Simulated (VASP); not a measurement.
Given:

```
CaO
1.0
    0.00000     2.25190     2.25190
    2.25190     0.00000     2.25190
    2.25190     2.25190     0.00000
Ca O
1 1
Direct
  0.00000   0.00000   0.00000
  0.50000   0.50000   0.50000
```

These are PBEsol GGA, VASP's PBE PAW potentials (set 64) (plane waves; VASP 6.6.1) values and carry that method's errors. Settings: 620 eV cut-off, 10×10×10 Γ-centred mesh, Gaussian smearing of 0.050 eV, potentials Ca_sv O.

Problem. Predict the energy per atom (σ→0), pressure, band gap (on the k-mesh) with the smallest direct gap where there is one.

Solution. 
```json
{
 "band gap (on the k-mesh)": "3.34 eV",
 "smallest direct gap (on the k-mesh)": "3.63 eV",
 "energy per atom (σ→0)": "-6.529 eV/atom",
 "pressure": "29.83 GPa"
}
```

The structure was generated: CaO was put into the rock salt type (Fm-3m), which need not be its known phase. It was relaxed first under an external pressure of 30 GPa.
